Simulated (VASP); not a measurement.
Level of theory: PBE GGA, VASP's PBE PAW potentials (set 64) (plane waves; VASP).

VASP input:

**KPOINTS**
```
Automatic mesh
0
Gamma
4 4 6
0 0 0
```

### POSCAR
```
SnO2
1
    4.8191694294    -0.0000000000     0.0000000000
   -0.0000000000     4.8191694294     0.0000000000
    0.0000000000     0.0000000000     3.2392320430
Sn O
2 4
Direct
  0.5000000000   0.5000000000   0.5000000000
  1.0000000000   1.0000000000   1.0000000000
  0.1935524930   0.8064475070   0.5000000000
  0.8064475070   0.1935524930   0.5000000000
  0.6935524930   0.6935524930   1.0000000000
  0.3064475070   0.3064475070   0.0000000000
```

### INCAR
```
SYSTEM = SnO2
PREC = Accurate; ENCUT = 480; LREAL = F
LASPH = T
EDIFF = 1E-6; NELM = 100; ALGO = Normal
LMAXMIX = 4
ISMEAR = 0; SIGMA = 0.05
GGA = PE
IBRION = 2; NSW = 60; ISIF = 3
EDIFFG = -0.02
LWAVE = F; LCHARG = F
```

POTCAR, in this order: Sn O (PBE.64 set). Program: vasp_std.

Output of the run:

**OSZICAR**
```
       N       E                     dE             d eps       ncg     rms          rms(c)
DAV:   1     0.172110973305E+03    0.17211E+03   -0.15799E+04   968   0.136E+03
DAV:   2    -0.331092721336E+02   -0.20522E+03   -0.19668E+03  1316   0.295E+02
DAV:   3    -0.439350613285E+02   -0.10826E+02   -0.10736E+02  1148   0.730E+01
DAV:   4    -0.440662231328E+02   -0.13116E+00   -0.13085E+00  1156   0.850E+00
DAV:   5    -0.440685949624E+02   -0.23718E-02   -0.23712E-02  1112   0.107E+00    0.161E+01
DAV:   6    -0.378017309624E+02    0.62669E+01   -0.29195E+01  1052   0.349E+01    0.613E+00
DAV:   7    -0.376494760043E+02    0.15225E+00   -0.63531E-01  1060   0.631E+00    0.326E+00
DAV:   8    -0.375500680584E+02    0.99408E-01   -0.11929E-01  1084   0.330E+00    0.317E-01
DAV:   9    -0.375489215340E+02    0.11465E-02   -0.12003E-02  1200   0.728E-01    0.158E-01
DAV:  10    -0.375493869074E+02   -0.46537E-03   -0.71776E-04  1052   0.198E-01    0.250E-02
DAV:  11    -0.375493976582E+02   -0.10751E-04   -0.64107E-05  1128   0.565E-02    0.851E-03
DAV:  12    -0.375493949596E+02    0.26986E-05   -0.59631E-06  1052   0.188E-02    0.162E-03
DAV:  13    -0.375493949761E+02   -0.16470E-07   -0.39462E-07   572   0.467E-03
   1 F= -.37549395E+02 E0= -.37549395E+02  d E =-.375494E+02
       N       E                     dE             d eps       ncg     rms          rms(c)
DAV:   1    -0.375523345611E+02   -0.29396E-02   -0.72894E-02  1024   0.232E+00    0.406E-01
DAV:   2    -0.375495895425E+02    0.27450E-02   -0.12234E-02  1036   0.799E-01    0.701E-02
DAV:   3    -0.375495016953E+02    0.87847E-04   -0.25181E-04  1028   0.123E-01    0.410E-02
DAV:   4    -0.375494460726E+02    0.55623E-04   -0.72965E-05  1092   0.603E-02    0.854E-03
DAV:   5    -0.375494445316E+02    0.15410E-05   -0.61072E-06  1068   0.174E-02    0.348E-03
DAV:   6    -0.375494436650E+02    0.86660E-06   -0.11358E-06   544   0.754E-03
   2 F= -.37549444E+02 E0= -.37549444E+02  d E =-.486889E-04
       N       E                     dE             d eps       ncg     rms          rms(c)
DAV:   1    -0.375502155518E+02   -0.77102E-03   -0.16194E-02  1020   0.110E+00    0.192E-01
DAV:   2    -0.375496133910E+02    0.60216E-03   -0.27283E-03  1036   0.377E-01    0.331E-02
DAV:   3    -0.375495954402E+02    0.17951E-04   -0.56144E-05  1012   0.581E-02    0.194E-02
DAV:   4    -0.375495861571E+02    0.92831E-05   -0.16095E-05  1100   0.283E-02    0.400E-03
DAV:   5    -0.375495862277E+02   -0.70617E-07   -0.12219E-06   584   0.816E-03
   3 F= -.37549586E+02 E0= -.37549586E+02  d E =-.191252E-03
```

OUTCAR:
```
------------------------ aborting loop because EDIFF is reached ----------------------------------------
  FORCE on cell =-STRESS in cart. coord.  units (eV):
  Direction    XX          YY          ZZ          XY          YZ          ZX
  --------------------------------------------------------------------------------------
  Total        0.0186957      0.0186957     -0.1147940     -0.0000000      0.0000000      0.0000000
  in kB        0.3973410      0.3973410     -2.4397248     -0.0000000      0.0000000      0.0000000
  external PRESSURE =      -0.5483476 kB  Pullay stress =       0.0000000 kB
  volume of cell :       75.39
      direct lattice vectors                 reciprocal lattice vectors
     4.823457386  0.000000000  0.000000000     0.207320169  0.000000000  0.000000000
     0.000000000  4.823457386  0.000000000    -0.000000000  0.207320169  0.000000000
     0.000000000  0.000000000  3.240200346     0.000000000  0.000000000  0.308622892
 POSITION                                       TOTAL-FORCE (eV/Angst)
 -----------------------------------------------------------------------------------
      2.41173      2.41173      1.62010         0.000000      0.000000     -0.000000
      0.00000      0.00000      0.00000         0.000000      0.000000     -0.000000
      0.93350      3.88995      1.62010        -0.005630      0.005630      0.000000
      3.88995      0.93350      1.62010         0.005630     -0.005630     -0.000000
      3.34523      3.34523      0.00000        -0.005630     -0.005630     -0.000000
      1.47823      1.47823      0.00000         0.005630      0.005630      0.000000
 -----------------------------------------------------------------------------------
    total drift:                                0.000000      0.000000     -0.000000
  FREE ENERGIE OF THE ION-ELECTRON SYSTEM (eV)
  ---------------------------------------------------
  free  energy   TOTEN  =       -37.5495862277 eV

  energy  without entropy=      -37.5495862277  energy(sigma->0) =      -37.54958623

 reached required accuracy - stopping structural energy minimisation
```
(Selected blocks of OUTCAR.)

**CONTCAR**
```
SnO2
   1.00000000000000
     4.8234573857023380    0.0000000000000000    0.0000000000000000
     0.0000000000000000    4.8234573857023380    0.0000000000000000
     0.0000000000000000    0.0000000000000000    3.2402003456562549
  Sn              O
     2     4
Direct
     0.5000000000000000    0.5000000000000000    0.5000000000000000
     0.0000000000000000    0.0000000000000000    0.0000000000000000
     0.1935340763124635    0.8064659236875364    0.5000000000000000
     0.8064659236875364    0.1935340763124635    0.5000000000000000
     0.6935340763124636    0.6935340763124636    0.0000000000000000
     0.3064659236875366    0.3064659236875366    0.0000000000000000
```

### OUTCAR
```
 val. band max:        3.6801573414   @ k =   0.0000   0.0000   0.0000

 cond. band min:       4.3287168877   @ k =   0.0000   0.0000   0.0000


 Fermi energy:         3.9368128689

 k-point     1 :       0.0000    0.0000    0.0000
  band No.  band energies     occupation
      1     -15.1165      2.00000
      2     -13.2791      2.00000
      3     -13.2791      2.00000
      4     -12.6618      2.00000
      5      -4.3815      2.00000
      6      -0.2434      2.00000
      7      -0.2434      2.00000
      8      -0.1265      2.00000
      9       0.7305      2.00000
     10       1.6042      2.00000
     11       1.6823      2.00000
     12       2.3656      2.00000
     13       2.3656      2.00000
     14       2.9284      2.00000
     15       2.9284      2.00000
     16       3.6802      2.00000
     17       4.3287      0.00000
     18       9.3367      0.00000
     19       9.7036      0.00000
     20       9.7036      0.00000

 k-point     2 :       0.2500    0.0000    0.0000
  band No.  band energies     occupation
      1     -14.9237      2.00000
      2     -13.7017      2.00000
      3     -13.1464      2.00000
      4     -12.6354      2.00000
      5      -3.9542      2.00000
      6      -1.2480      2.00000
      7       0.0144      2.00000
      8       0.0876      2.00000
      9       1.0529      2.00000
     10       1.3288      2.00000
     11       1.8351      2.00000
     12       2.0239      2.00000
     13       2.3850      2.00000
     14       2.4157      2.00000
     15       2.9619      2.00000
     16       3.4083      2.00000
     17       5.6824      0.00000
     18       8.8408      0.00000
     19       9.9830      0.00000
     20      10.1338      0.00000

 k-point     3 :       0.5000    0.0000    0.0000
  band No.  band energies     occupation
      1     -14.3943      2.00000
      2     -14.3943      2.00000
      3     -12.8449      2.00000
      4     -12.8449      2.00000
      5      -2.7913      2.00000
...
```

Unless said otherwise, spin-orbit coupling is left out, though it shifts the bands of the heavy elements here.

The structure comes from a computed database's SnO2 entry (P4_2/mnm); how it stands against other phases isn't given here. This run relaxes it. Symmetry was kept, so distortions that lower it aren't found. The start is the result of an earlier pass.
